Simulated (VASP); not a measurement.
```yaml
crystal:
  lattice:
    - [0.00000, 2.96000, 2.96000]
    - [2.96000, 0.00000, 2.96000]
    - [2.96000, 2.96000, 0.00000]
  atoms:
    - { symbol: Ca, position: [0.00000, 0.00000, 0.00000] }
    - { symbol: Se, position: [0.50000, 0.50000, 0.50000] }
```

The base run (VASP): PBE GGA, plane waves, VASP's PBE PAW potentials (set 64). Numerical set-up: 400 eV cut-off, 7×7×7 Γ-centred mesh, Gaussian smearing of 0.050 eV, potentials Ca_sv Se.

One setting is varied; ΔE counts from the most expensive setting. The base run took about 5 core-seconds. Costs are core time on shared hosts, one run each; read them as rough ratios.

Pressures at a finite cut-off, here 400 eV, hold a Pulay part, which wasn't tested here.

| setting | cost over the base run | electronic steps | ΔE (meV/atom) | pressure (GPa) |
|---|---|---|---|---|
| KPOINTS 2×2×2 Γ-centred mesh | within a factor of 2 | 13 | 350.9 | 4.37 |
| KPOINTS 4×4×4 Γ-centred mesh | within a factor of 2 | 13 | 8.1 | 1.24 |
| KPOINTS 5×5×5 Γ-centred mesh | within a factor of 2 | 13 | 1.9 | 1.15 |
| base run | reference | 13 | 0.1 | 1.12 |
| KPOINTS 8×8×8 Γ-centred mesh | within a factor of 2 | 13 | 0.0 | 1.12 |
| KPOINTS 9×9×9 Γ-centred mesh | within a factor of 2 | 13 | 0.0 | 1.11 |
| KPOINTS 13×13×13 Γ-centred mesh | about 3 times | 13 | 0.0 | 1.12 |

Left out are runs that failed, have no time on record or changed the cell.

The compound is CaSe in the rock salt structure. The cell was not relaxed at this level.
